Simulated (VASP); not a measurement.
Be4InCu:

```
In Cu Be
1.0
     0.00000    3.19204    3.19204
     3.19204    0.00000    3.19204
     3.19204    3.19204    0.00000
In Cu Be
1 1 4
Direct
  0.00000 0.00000 0.00000
  0.25000 0.25000 0.25000
  0.12890 0.62370 0.62370
  0.62370 0.62370 0.62370
  0.62370 0.62370 0.12890
  0.62370 0.12890 0.62370
```

The cell comes from a database or a generator and needn't be the stable form of this composition.

Program: VASP 6.6.1. Alike in all runs: potentials or basis VASP PAW PBE potentials, release 64 (In, Cu, Be); cell as given; cutoff (eV) 500. Hardware: 1 thread of AMD EPYC 7R43 64-Core Processor (Zen 3), on a shared host.

**Question.** Order these runs on this cell by their wall time, lowest first.
A. task single point; level RPBE; spin off; k mesh 7 × 7 × 7; smearing gaussian 0.02 eV
B. task band structure; level TB-mBJ; spin SOC, no magnetisation; k mesh 5 × 5 × 5; smearing methfessel-paxton 0.2 eV
C. task band structure; level AM05+D4; spin off; k mesh 7 × 7 × 7; smearing fermi-dirac 0.1 eV; other keys BMIX = 0.5

**Answer.** A (74 s), C (240 s), B (1500 s).
